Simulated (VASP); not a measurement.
# CdF2 with rev-vdW-DF2: from relaxation to properties, part 3 of 4

Wanted: the relaxed cell of CdF2 and its properties. The start is a cell from a database of measured crystal structures.

VASP 6.6.1; rev-vdW-DF2; plane waves and PAW (Cd, F).

So far, gap on the k-mesh (eV): step 2 (relaxing cell and atoms (rev-vdW-DF2)) 2.90. The relaxed cell has a = 5.437 Å (conventional setting).

## 6. Density of states (rev-vdW-DF2)

Here the states are counted by energy and projected on the atoms. The mesh is finer than in the run before.

File INCAR:

```
SYSTEM = CdF2
PREC = Accurate
ENCUT = 520
EDIFF = 1E-06
NELM = 100
ISMEAR = -5
SIGMA = 0.05
LREAL = .FALSE.
ALGO = Normal
GGA = MK
AGGAC = 0
LUSE_VDW = .TRUE.
PARAM1 = 0.1234
PARAM2 = 0.711357
ZAB_VDW = -1.8867
LASPH = .TRUE.
NBANDS = 26
LORBIT = 11
LWAVE = .FALSE.
LCHARG = .FALSE.
KPAR = 2
NEDOS = 2001
```

File POSCAR:

```
CdF2
1.0
    0.0000000000      2.7185413104      2.7185413104
    2.7185413104      0.0000000000      2.7185413104
    2.7185413104      2.7185413104      0.0000000000
Cd F
1 2
Direct
    0.0000000000      0.0000000000      0.0000000000
    0.2500000000      0.2500000000      0.2500000000
    0.7500000000      0.7500000000      0.7500000000
```

File KPOINTS:

```
Automatic mesh
0
Gamma
9 9 9
0 0 0
```

PAW data sets: Cd and F (PBE family, release 64).

On the command line:

```sh
$ mpirun -np 2 vasp_std
```

What it wrote:

```text
[... set-up lines as in an earlier step ...]
 entering main loop
       N       E                     dE             d eps       ncg     rms          rms(c)
DAV:   1     0.200126282494E+03    0.20013E+03   -0.14669E+04  1900   0.101E+03
DAV:   2     0.112177504269E+01   -0.19900E+03   -0.18981E+03  2076   0.287E+02
DAV:   3    -0.655143556284E+01   -0.76732E+01   -0.76463E+01  2086   0.593E+01
DAV:   4    -0.658304838127E+01   -0.31613E-01   -0.31611E-01  1996   0.388E+00
DAV:   5    -0.658316008881E+01   -0.11171E-03   -0.11171E-03  1986   0.200E-01    0.970E+00
DAV:   6    -0.483315572268E+01    0.17500E+01   -0.25599E+00  2092   0.292E+01    0.732E+00
DAV:   7    -0.487519276254E+01   -0.42037E-01   -0.89388E-01  1890   0.652E+00    0.399E+00
DAV:   8    -0.485775004463E+01    0.17443E-01   -0.12444E-01  1908   0.269E+00    0.717E-01
DAV:   9    -0.484878757085E+01    0.89625E-02   -0.24704E-02  2054   0.175E+00    0.102E-01
DAV:  10    -0.484911577505E+01   -0.32820E-03   -0.22005E-03  1900   0.459E-01    0.115E-01
DAV:  11    -0.484915727780E+01   -0.41503E-04   -0.12606E-04  2018   0.960E-02    0.322E-02
DAV:  12    -0.484916226721E+01   -0.49894E-05   -0.20213E-05  1882   0.341E-02    0.178E-02
DAV:  13    -0.484916215328E+01    0.11393E-06   -0.81725E-07  1700   0.729E-03
   1 F= -.48491622E+01 E0= -.48491622E+01  d E =0.000000E+00
```

Elapsed: 46 s, on 2 MPI ranks of Intel Xeon 6975P-C (Granite Rapids), shared host; peak memory 0.71 GiB.

Parts of OUTCAR (step 6):

```text
   k-points           NKPTS =     35   k-points in BZ     NKDIM =     35   number of bands    NBANDS=     26

   NELECT =      26.0000    total number of electrons

 E-fermi :  -1.7199

 k-point     2 :       0.1111    0.0000    0.0000
  band No.  band energies     occupation
    ...
      9      -2.7075      2.00000
     10      -2.7075      2.00000
     11      -2.2962      2.00000
     12      -2.2175      2.00000
     13      -2.2175      2.00000
     14       1.6385      0.00000
     15      10.1302      0.00000
     16      10.9176      0.00000
     17      10.9176      0.00000
     18      16.1829      0.00000
    ...

Total vdW correction in eV:      5.3855309

  Total        0.0180869      0.0180869      0.0180869     -0.0000000     -0.0000000      0.0000000
  in kB        0.7211692      0.7211692      0.7211692     -0.0000000     -0.0000000      0.0000000
  external PRESSURE =       0.7211692 kB  Pullay stress =       0.0000000 kB

 POSITION                                       TOTAL-FORCE (eV/Angst)
 -----------------------------------------------------------------------------------
      0.00000      0.00000      0.00000         0.000000      0.000000     -0.000000
      1.35927      1.35927      1.35927         0.000000      0.000000      0.000000
      4.07781      4.07781      4.07781        -0.000000     -0.000000     -0.000000
 -----------------------------------------------------------------------------------
    total drift:                                0.000000     -0.000000      0.000000

  FREE ENERGIE OF THE ION-ELECTRON SYSTEM (eV)
  ---------------------------------------------------
  free  energy   TOTEN  =        -4.8491621533 eV

  energy  without entropy=       -4.8491621533  energy(sigma->0) =       -4.84916215

Total vdW correction in eV:      5.3855033

[... 9 parts as in an earlier step ...]

[... 7 further parts left out ...]
```

Numbers from this step:

| Item | Value |
| --- | --- |
| irreducible k-points | 35 |
| Fermi energy | -1.720 eV |
| pressure | 0.07212 GPa |
| valence top at k | -0.3333, 0.4444, 0.2222 |
| gap on the k-mesh | 2.913 eV |

The density of states has structure finer than the step of the table below, so its rows give means over 1 eV, whole bins alone (the curve runs from -12.0 to 10.8 eV). Peaks (eV: height): total -5.1: 14.7, -4.3: 20.2, -1.8: 6.05, -0.5: 16.0; F p -5.1: 2.06, -1.8: 3.98, -0.5: 11.4; Cd d -5.1: 10.6, -4.3: 18.8, -0.5: 2.29; Cd s -3.2: 0.368, 7.6: 0.703, 9.9: 0.194; Cd p -1.8: 0.178, 9.9: 0.445.

States under -12.0 eV and over 10.8 eV are left out. Table of density of states by energy, zero at the valence-band top; means over each step; values in states/eV/cell:

```tsv
energy (eV)	total	F p	Cd d	Cd s	Cd p
-7	0	0	0	0	0
-6	0.00452	7.6e-4	0.00317	0	0
-5	5.89	0.676	4.56	0.0141	0.0101
-4	4.10	0.112	3.74	0.00426	0.00207
-3	1.85	0.968	0.211	0.165	0.0126
-2	3.71	2.33	0.366	0.0257	0.109
-1	2.54	1.75	0.251	0.00686	0.0383
0	3.90	2.82	0.524	2.8e-4	0.00271
1	0	0	0	0	0
2	0	0	0	0	0
3	0.0156	0.00107	0	0.00566	9.3e-5
4	0.103	0.0143	7.8e-5	0.0351	0.00138
5	0.216	0.0422	4.0e-4	0.0722	0.00416
6	0.406	0.0943	0.00107	0.146	0.00810
7	0.952	0.243	0.00220	0.411	0.0106
8	0.307	0.0781	7.7e-4	0.149	0.00145
9	0.169	0.0307	8.4e-4	0.00561	0.0233
10	1.59	0.191	0.0182	0.104	0.259
```

The gap on this mesh is 2.91 eV. In the top eV of the valence band the largest shares in the PAW spheres are F p 72 % and Cd d 13 %. The rest lies in smaller channels or between the spheres.

## 7. Zone-centre phonons (rev-vdW-DF2)

Zone-centre modes test whether the atoms sit at a minimum within this cell. IBRION = 6 takes the force constants from differences of forces between displaced cells, so the forces must be tight.

File INCAR:

```
SYSTEM = CdF2
PREC = Accurate
ENCUT = 520
EDIFF = 1E-08
NELM = 100
ISMEAR = 0
SIGMA = 0.05
LREAL = .FALSE.
ALGO = Normal
GGA = MK
AGGAC = 0
LUSE_VDW = .TRUE.
PARAM1 = 0.1234
PARAM2 = 0.711357
ZAB_VDW = -1.8867
LASPH = .TRUE.
NBANDS = 19
LORBIT = 11
LWAVE = .FALSE.
LCHARG = .FALSE.
KPAR = 2
IBRION = 6
NFREE = 2
POTIM = 0.015
ISIF = 2
NSW = 1
```

POSCAR is that of step 6.

File KPOINTS:

```
Automatic mesh
0
Gamma
6 6 6
0 0 0
```

On the command line:

```sh
$ mpirun -np 2 vasp_std
```

What it wrote:

```text
[... set-up lines as in an earlier step ...]
 entering main loop
       N       E                     dE             d eps       ncg     rms          rms(c)
[... 12 cycles as in an earlier step ...]
DAV:  13    -0.484906255658E+01    0.26673E-07   -0.34989E-06   647   0.165E-02    0.640E-03
DAV:  14    -0.484906232981E+01    0.22677E-06   -0.37608E-07   644   0.110E-02    0.552E-04
DAV:  15    -0.484906232414E+01    0.56680E-08   -0.26486E-08   615   0.143E-03
   1 F= -.48490623E+01 E0= -.48490623E+01  d E =-.866726E-19
 Found     2 degrees of freedom:
 Finite differences POTIM= 0.01500 DOF=   2
 bond charge predicted
       N       E                     dE             d eps       ncg     rms          rms(c)
DAV:   1    -0.484781796858E+01    0.12444E-02   -0.22918E+00  1140   0.907E+00    0.160E-01
DAV:   2    -0.484850145196E+01   -0.68348E-03   -0.10004E-02  1209   0.730E-01    0.393E-02
DAV:   3    -0.484849668709E+01    0.47649E-05   -0.80105E-05  1226   0.627E-02    0.245E-02
DAV:   4    -0.484849551469E+01    0.11724E-05   -0.10429E-05  1200   0.291E-02    0.526E-03
DAV:   5    -0.484849576882E+01   -0.25412E-06   -0.57899E-07  1229   0.704E-03    0.192E-03
DAV:   6    -0.484849579808E+01   -0.29258E-07   -0.56739E-08  1197   0.219E-03    0.354E-04
DAV:   7    -0.484849580186E+01   -0.37812E-08   -0.68930E-09   978   0.738E-04
   2 F= -.48484958E+01 E0= -.48484958E+01  d E =-.890528E-19
[...]
3 F= -.48484958E+01 E0= -.48484958E+01  d E =-.890160E-19
[...]
4 F= -.48485669E+01 E0= -.48485669E+01  d E =-.686707E-19
 Finite differences progress:
  Degree of freedom:   2/  2
  Displacement:        1/  2
  Total:               3/  4
 bond charge predicted
       N       E                     dE             d eps       ncg     rms          rms(c)
DAV:   1    -0.484485986787E+01    0.37070E-02   -0.46217E+00  1757   0.169E+01    0.215E-01
DAV:   2    -0.484878386764E+01   -0.39240E-02   -0.42777E-02  1895   0.169E+00    0.109E-01
DAV:   3    -0.484859206353E+01    0.19180E-03   -0.29879E-04  1879   0.198E-01    0.471E-02
DAV:   4    -0.484856457709E+01    0.27486E-04   -0.15897E-04  1912   0.125E-01    0.132E-02
DAV:   5    -0.484856687313E+01   -0.22960E-05   -0.23985E-05  1853   0.383E-02    0.940E-03
DAV:   6    -0.484856687681E+01   -0.36771E-08   -0.62259E-07  1916   0.918E-03    0.392E-03
DAV:   7    -0.484856677861E+01    0.98192E-07   -0.55731E-07  1853   0.913E-03    0.702E-04
DAV:   8    -0.484856678684E+01   -0.82282E-08   -0.14028E-07  1862   0.298E-03    0.632E-04
DAV:   9    -0.484856678568E+01    0.11605E-08   -0.12701E-09   985   0.392E-04
   5 F= -.48485668E+01 E0= -.48485668E+01  d E =-.686786E-19
 Finite differences progress:
  Degree of freedom:   2/  2
  Displacement:        2/  2
  Total:               4/  4
```

It took 2.1 min on 2 MPI ranks; peak memory 0.74 GiB; 4.2 min of CPU time.

From OUTCAR (step 7):

```text
   NELECT =      26.0000    total number of electrons

 E-fermi :  -1.4215

 k-point     1 :       0.0000    0.0000    0.0000
  band No.  band energies     occupation
    ...
      9      -2.6192      2.00000
     10      -2.6111      2.00000
     11      -2.2430      2.00000
     12      -2.2330      2.00000
     13      -2.2225      2.00000
     14       1.1745      0.00000
     15      10.7261      0.00000
     16      10.7413      0.00000
     17      10.7575      0.00000
     18      15.3286      0.00000
    ...

Total vdW correction in eV:      5.3855103

  Total        0.0249560      0.0235120      0.0235120      0.0000000      0.0305990      0.0000000
  in kB        0.9950571      0.9374819      0.9374819      0.0000000      1.2200572      0.0000000
  external PRESSURE =       0.9566737 kB  Pullay stress =       0.0000000 kB

 POSITION                                       TOTAL-FORCE (eV/Angst)
 -----------------------------------------------------------------------------------
      0.00000      0.00000      0.00000        -0.037456      0.000000      0.000000
      1.34427      1.35927      1.35927         0.066282      0.000000      0.000000
      4.07781      4.07781      4.07781        -0.028826      0.000000      0.000000
 -----------------------------------------------------------------------------------
    total drift:                               -0.000537      0.000000      0.000000

  FREE ENERGIE OF THE ION-ELECTRON SYSTEM (eV)
  ---------------------------------------------------
  free  energy   TOTEN  =        -4.8485667857 eV

  energy  without entropy=       -4.8485667857  energy(sigma->0) =       -4.84856679

Total vdW correction in eV:      5.3855087

 Eigenvectors and eigenvalues of the dynamical matrix
 ----------------------------------------------------

   1 f  =    9.029667 THz    56.735071 2PiTHz  301.197268 cm-1    37.343685 meV
             X         Y         Z           dx          dy          dz
      0.000000  0.000000  0.000000     0.000000    0.000000   -0.000000
      1.359271  1.359271  1.359271    -0.504129    0.495837    0.000000
      4.077812  4.077812  4.077812     0.504129   -0.495837    0.000000

   2 f  =    9.029667 THz    56.735071 2PiTHz  301.197268 cm-1    37.343685 meV
             X         Y         Z           dx          dy          dz
      0.000000  0.000000  0.000000     0.000000   -0.000000    0.000000
      1.359271  1.359271  1.359271     0.000000   -0.000000   -0.707107
      4.077812  4.077812  4.077812    -0.000000    0.000000    0.707107

   3 f  =    9.029667 THz    56.735071 2PiTHz  301.197268 cm-1    37.343685 meV
             X         Y         Z           dx          dy          dz
      0.000000  0.000000  0.000000     0.000000    0.000000    0.000000
      1.359271  1.359271  1.359271     0.495837    0.504129    0.000000
      4.077812  4.077812  4.077812    -0.495837   -0.504129   -0.000000

   4 f  =    6.560794 THz    41.222686 2PiTHz  218.844537 cm-1    27.133252 meV
             X         Y         Z           dx          dy          dz
      0.000000  0.000000  0.000000     0.426782   -0.244068    0.110377
      1.359271  1.359271  1.359271    -0.517326    0.295848   -0.133793
      4.077812  4.077812  4.077812    -0.517326    0.295848   -0.133793

   5 f  =    6.560794 THz    41.222686 2PiTHz  218.844537 cm-1    27.133252 meV
             X         Y         Z           dx          dy          dz
      0.000000  0.000000  0.000000    -0.091476    0.062349    0.491569
      1.359271  1.359271  1.359271     0.110883   -0.075576   -0.595857
      4.077812  4.077812  4.077812     0.110883   -0.075576   -0.595857

   6 f  =    6.560794 THz    41.222686 2PiTHz  218.844537 cm-1    27.133252 meV
             X         Y         Z           dx          dy          dz
      0.000000  0.000000  0.000000     0.251762    0.436393   -0.008500
      1.359271  1.359271  1.359271    -0.305175   -0.528975    0.010303
      4.077812  4.077812  4.077812    -0.305175   -0.528975    0.010303

   7 f/i=    0.009611 THz     0.060388 2PiTHz    0.320588 cm-1     0.039748 meV
             X         Y         Z           dx          dy          dz
      0.000000  0.000000  0.000000     0.236814    0.063780   -0.828225
      1.359271  1.359271  1.359271     0.097683    0.026309   -0.341634
      4.077812  4.077812  4.077812     0.097683    0.026309   -0.341634

   8 f/i=    0.009611 THz     0.060388 2PiTHz    0.320588 cm-1     0.039748 meV
             X         Y         Z           dx          dy          dz
      0.000000  0.000000  0.000000     0.806726    0.187659    0.245118
      1.359271  1.359271  1.359271     0.332765    0.077407    0.101108
      4.077812  4.077812  4.077812     0.332765    0.077407    0.101108

   9 f/i=    0.009611 THz     0.060388 2PiTHz    0.320588 cm-1     0.039748 meV
             X         Y         Z           dx          dy          dz
      0.000000  0.000000  0.000000    -0.198035    0.840726    0.008119
      1.359271  1.359271  1.359271    -0.081687    0.346790    0.003349
      4.077812  4.077812  4.077812    -0.081687    0.346790    0.003349

 ELASTIC MODULI CONTR FROM IONIC RELAXATION (kBar)
 Direction    XX          YY          ZZ          XY          YZ          ZX
 --------------------------------------------------------------------------------
 XX           0.0000      0.0000      0.0000      0.0000      0.0000      0.0000
 YY           0.0000      0.0000      0.0000      0.0000      0.0000      0.0000
 ZZ           0.0000      0.0000      0.0000      0.0000      0.0000      0.0000
 XY           0.0000      0.0000      0.0000    -52.1886     -0.0000      0.0000
 YZ           0.0000      0.0000      0.0000     -0.0000    -52.1886      0.0000
 ZX           0.0000      0.0000      0.0000      0.0000      0.0000    -52.1886
 --------------------------------------------------------------------------------

[... 8 parts as in an earlier step ...]

[... 9 further parts left out ...]
```

CONTCAR:

```
CdF2
   1.00000000000000
     0.0000000000000000    2.7185413104000000    2.7185413104000000
     2.7185413104000000    0.0000000000000000    2.7185413104000000
     2.7185413104000000    2.7185413104000000    0.0000000000000000
  Cd              F
     1     2
Direct
     0.0000000000000000    0.0000000000000000    0.0000000000000000
     0.2527588324559601    0.2472411675440399    0.2472411675440399
     0.7500000000000000    0.7500000000000000    0.7500000000000000
```

The last energy, forces, stress and levels in OUTCAR belong to the last displaced cell, not to the cell of POSCAR.

Numbers from this step:

* bands: 19
* irreducible k-points: 16
* pressure of the cell: 0.08870 GPa
* largest force of the cell: 0 eV/Å

Transverse limit, no LO-TO splitting. Modes at Γ, with each element's share of the kinetic energy:

```tsv
mode	frequency (cm⁻¹)	symmetry	Cd %	F %
1	-0.3	acoustic	75	25
2	-0.3	acoustic	75	25
3	-0.3	acoustic	75	25
4	218.8	T1u	25	75
5	218.8	T1u	25	75
6	218.8	T1u	25	75
7	301.2	T2g	0	100
8	301.2	T2g	0	100
9	301.2	T2g	0	100
```

Displacements in mode 6 (218.8 cm⁻¹), the largest set to 1:
```
Cd1  0.34 -0.19  0.09
F2  -1.00  0.57 -0.26
F3  -1.00  0.57 -0.26
```

Displacements in mode 9 (301.2 cm⁻¹), the largest set to 1:
```
Cd1  0.00  0.00  0.00
F2  -1.00  0.98  0.00
F3   1.00 -0.98  0.00
```

The three acoustic modes lie within 0.3 cm⁻¹ of zero, and all others are real. By the characters of their eigenvectors the optical modes sort into (cm⁻¹) Raman active: T2g 301; infrared active: T1u 219. With a centre of inversion no mode is active in both.

(Continued in part 4 of 4.)

[Lines on the potential files, build, host, timing and source positions are cut from VASP's logs without a mark.]

[Logs are printed without paths, hosts, clocks, repeated set-up lines and the standing remarks that a program may print on its own settings, such as how far it seeks lower states.]

[Hosts, paths, dates, database ids (printed as entryN), source tags and the programs' standing remarks are cut or masked in the printed files.]

[A measured line is paired with the nearest computed mode of its activity, which favours agreement.]
